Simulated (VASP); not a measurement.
Consider the following.

```
CELL_PARAMETERS angstrom
      9.17585    -4.80660     0.00041
      9.17585     4.80660     0.00041
      6.65764     0.00000     7.93570
ATOMIC_POSITIONS crystal
  Al 0.17600 0.17600 0.17600
  Al 0.07400 0.07400 0.07400
  Al 0.32359 0.32085 0.32699
  Al 0.42600 0.42600 0.92600
  Al 0.17600 0.17600 0.67600
  Al 0.07400 0.07400 0.57400
  Al 0.32400 0.32400 0.82400
  Al 0.42600 0.92600 0.42600
  Al 0.17600 0.67600 0.17600
  Al 0.07400 0.57400 0.07400
  Al 0.32400 0.82400 0.32400
  Al 0.42600 0.92600 0.92600
  Al 0.17600 0.67600 0.67600
  Al 0.07854 0.57110 0.56790
  Al 0.32400 0.82400 0.82400
  Al 0.92600 0.42600 0.42600
  Al 0.67600 0.17600 0.17600
  Al 0.57400 0.07400 0.07400
  Al 0.82400 0.32400 0.32400
  Al 0.92600 0.42600 0.92600
  Al 0.67600 0.17600 0.67600
  Al 0.56946 0.07735 0.57445
  Al 0.82400 0.32400 0.82400
  Al 0.92600 0.92600 0.42600
  Al 0.67600 0.67600 0.17600
  Al 0.57637 0.57210 0.07260
  Al 0.82400 0.82400 0.32400
  Al 0.92600 0.92600 0.92600
  Al 0.67600 0.67600 0.67600
  Al 0.57400 0.57400 0.57400
  Al 0.82400 0.82400 0.82400
  O  0.22200 0.02800 0.37500
  O  0.02800 0.37500 0.22200
  O  0.27800 0.47200 0.12500
  O  0.12500 0.27800 0.47200
  O  0.47200 0.12500 0.27800
  O  0.37500 0.22200 0.02800
  O  0.22200 0.02800 0.87500
  O  0.02800 0.37500 0.72200
  O  0.28056 0.46409 0.62632
  O  0.12500 0.27800 0.97200
  O  0.47200 0.12500 0.77800
  O  0.37400 0.22518 0.53053
  O  0.21735 0.52929 0.37542
  O  0.02800 0.87500 0.22200
  O  0.27800 0.97200 0.12500
  O  0.12500 0.77800 0.47200
  O  0.48030 0.62477 0.27331
  O  0.37500 0.72200 0.02800
  O  0.22200 0.52800 0.87500
  O  0.02800 0.87500 0.72200
  O  0.27800 0.97200 0.62500
  O  0.12500 0.77800 0.97200
  O  0.47200 0.62500 0.77800
  O  0.37500 0.72200 0.52800
  O  0.72200 0.02800 0.37500
  O  0.53468 0.37202 0.21870
  O  0.77800 0.47200 0.12500
  O  0.62863 0.27392 0.47173
  O  0.97200 0.12500 0.27800
  O  0.87500 0.22200 0.02800
  O  0.72200 0.02800 0.87500
  O  0.52800 0.37500 0.72200
  O  0.77800 0.47200 0.62500
  O  0.62500 0.27800 0.97200
  O  0.97200 0.12500 0.77800
  O  0.87500 0.22200 0.52800
  O  0.72200 0.52800 0.37500
  O  0.52800 0.87500 0.22200
  O  0.77800 0.97200 0.12500
  O  0.62500 0.77800 0.47200
  O  0.97200 0.62500 0.27800
  O  0.87500 0.72200 0.02800
  O  0.72200 0.52800 0.87500
  O  0.52800 0.87500 0.72200
  O  0.77800 0.97200 0.62500
  O  0.62500 0.77800 0.97200
  O  0.97200 0.62500 0.77800
  O  0.87500 0.72200 0.52800
```

These are PBE GGA, VASP's PBE PAW potentials (set 64) (plane waves; VASP) values and carry that method's errors. Settings: PREC = Normal, LREAL = Auto, ISYM = 0, EDIFF = 1E-5, 400 eV cut-off, 1×1×1 Γ-centred mesh, Gaussian smearing of 0.050 eV, potentials Al O. Starting moments (MAGMOM): 79*0.0380. The cell's moment is fixed (NUPDOWN = 3).

The supercell is sampled at Γ alone, which is coarse: total energies, pressure and levels can be off, energies of defects by several tenths of an eV.

Task: The ions are relaxed. Give the cell that the relaxation ends in.

Result: 
```
CELL_PARAMETERS angstrom
      9.17585    -4.80660     0.00041
      9.17585     4.80660     0.00041
      6.65764     0.00000     7.93570
ATOMIC_POSITIONS crystal
  Al 0.17649 0.17575 0.17628
  Al 0.07413 0.07367 0.07392
  Al 0.32960 0.32970 0.32944
  Al 0.42490 0.42739 0.92725
  Al 0.17186 0.17517 0.67932
  Al 0.07556 0.07419 0.57264
  Al 0.32511 0.32120 0.82574
  Al 0.42757 0.92730 0.42481
  Al 0.17561 0.67932 0.17136
  Al 0.07469 0.57237 0.07531
  Al 0.32208 0.82523 0.32480
  Al 0.42684 0.92505 0.92514
  Al 0.17698 0.67708 0.67645
  Al 0.08451 0.57002 0.56597
  Al 0.32602 0.82338 0.82310
  Al 0.92757 0.42464 0.42742
  Al 0.67956 0.17147 0.17554
  Al 0.57292 0.07526 0.07443
  Al 0.82597 0.32471 0.32146
  Al 0.92565 0.42629 0.92510
  Al 0.67696 0.17648 0.67738
  Al 0.56642 0.08423 0.57029
  Al 0.82328 0.32570 0.82344
  Al 0.92548 0.92488 0.42653
  Al 0.67789 0.67659 0.17646
  Al 0.57081 0.56628 0.08392
  Al 0.82357 0.82296 0.32583
  Al 0.92677 0.92655 0.92665
  Al 0.67710 0.67688 0.67690
  Al 0.57420 0.57376 0.57386
  Al 0.82560 0.82492 0.82490
  O  0.22202 0.02798 0.37468
  O  0.02864 0.37434 0.22165
  O  0.27854 0.47165 0.12509
  O  0.12548 0.27826 0.47162
  O  0.47180 0.12526 0.27853
  O  0.37485 0.22146 0.02836
  O  0.22084 0.02682 0.87627
  O  0.02777 0.37550 0.72119
  O  0.25992 0.47474 0.64289
  O  0.12441 0.27797 0.97275
  O  0.47112 0.12488 0.77852
  O  0.37003 0.20873 0.53365
  O  0.20865 0.53361 0.36966
  O  0.02710 0.87612 0.22057
  O  0.27876 0.97241 0.12411
  O  0.12559 0.77808 0.47055
  O  0.47597 0.64266 0.25946
  O  0.37603 0.72117 0.02749
  O  0.22194 0.52957 0.87648
  O  0.02859 0.87546 0.72142
  O  0.27735 0.96759 0.62614
  O  0.12537 0.77906 0.97077
  O  0.47236 0.62486 0.77784
  O  0.37604 0.72067 0.52670
  O  0.72142 0.02750 0.37579
  O  0.53385 0.37006 0.20821
  O  0.77910 0.47056 0.12490
  O  0.64314 0.25964 0.47519
  O  0.97307 0.12378 0.27841
  O  0.87641 0.22055 0.02700
  O  0.72195 0.02814 0.87563
  O  0.52701 0.37553 0.72098
  O  0.77801 0.47212 0.62490
  O  0.62613 0.27724 0.96777
  O  0.97099 0.12503 0.77917
  O  0.87688 0.22155 0.52982
  O  0.72135 0.52664 0.37561
  O  0.53016 0.87652 0.22168
  O  0.77922 0.97085 0.12517
  O  0.62499 0.77783 0.47226
  O  0.96779 0.62604 0.27705
  O  0.87608 0.72149 0.02804
  O  0.72165 0.52827 0.87584
  O  0.52852 0.87602 0.72121
  O  0.77954 0.97033 0.62571
  O  0.62622 0.77911 0.97029
  O  0.97092 0.62552 0.77897
  O  0.87623 0.72111 0.52826
``` The cell ends with 3.00 μB, on the first 30 sites 0.00 0.00 0.00 0.00 0.00 0.00 0.00 0.00 0.00 0.00 0.00 0.00 0.00 0.00 0.00 0.00 0.00 0.00 0.00 0.00 0.00 0.00 0.00 0.00 0.00 0.00 0.00 0.00 0.00 0.00 μB.

Task: How much energy does the relaxation gain?

Result: The energy (σ→0) changes by -13.9 meV/atom, in 12 ionic steps.

The cell is a supercell with a defect, built from Al2O3 (corundum): vac_Al.
